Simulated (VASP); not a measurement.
Here is the system:

```
TlCl
1.0
    4.50408     0.00000     0.00000
   -2.25204     3.90065     0.00000
    0.00000     0.00000     7.88051
Tl Cl
2 2
Direct
  0.00000   0.00000   0.00000
  0.00000   0.00000   0.50000
  0.33333   0.66667   0.25000
  0.66667   0.33333   0.75000
```

Computed with PBE GGA, VASP's PBE PAW potentials (set 64) (plane waves; VASP). Numerical set-up: 400 eV cut-off, Gaussian smearing of 0.050 eV, potentials Tl_d Cl.

Unless said otherwise, spin-orbit coupling is left out, though it shifts the bands of the heavy elements here.

Q: What does the run give for the band gap (along the path) with the smallest direct gap where there is one?

A: 
band gap (along the path): 2.18 eV
smallest direct gap (along the path): 2.18 eV

The structure was generated: TlCl was put into the NiAs type type (P6_3/mmc), which need not be its known phase. It was relaxed first, which changed the volume by +89 %.
